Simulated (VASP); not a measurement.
**ZnPt (space group P4/mmm): computed properties**

Computed with PBEsol GGA, VASP's PBE PAW potentials (set 64) (plane waves; VASP).

For ZnPt, the space group is P4/mmm (123) and the cell is a = 2.835 Å, b = 2.835 Å, c = 3.475 Å, α = 90.00°, β = 90.00°, γ = 90.00°. The volume per atom comes out as 13.96 Å³/atom, the band gap (over mesh and band path) is none (metal, semimetal or under 0.01 eV) and the Hill bulk modulus comes out as 205 GPa. The Hill shear modulus comes out as 78.1 GPa and the Poisson's ratio comes out as 0.331. The band gap with spin-orbit coupling comes out as none (metallic), the density comes out as 15.49 g/cm³ and the optical Γ-point spectrum is 162 (×2), 207 cm⁻¹. The C11 comes out as 347 GPa and the C12 is 120 GPa. The C13 is 167 GPa. The C33 comes out as 252 GPa and the C44 is 91.6 GPa. The C66 comes out as 60.2 GPa.

```
CELL_PARAMETERS angstrom
      2.83458     0.00000     0.00000
      0.00000     2.83458     0.00000
      0.00000     0.00000     3.47452
ATOMIC_POSITIONS crystal
  Pt 0.00000 0.00000 0.00000
  Zn 0.50000 0.50000 0.50000
```

Finite-difference elastic constants of metals are sensitive to mesh and smearing; shear constants can be off by tens of GPa. Unless said otherwise, spin-orbit coupling is left out, though it shifts the bands of the heavy elements here.

The structure comes from a measured ZnPt entry (P4/mmm) of the Crystallography Open Database, whose conditions weren't checked. It was relaxed first. Symmetry was kept, so distortions that lower it aren't found.
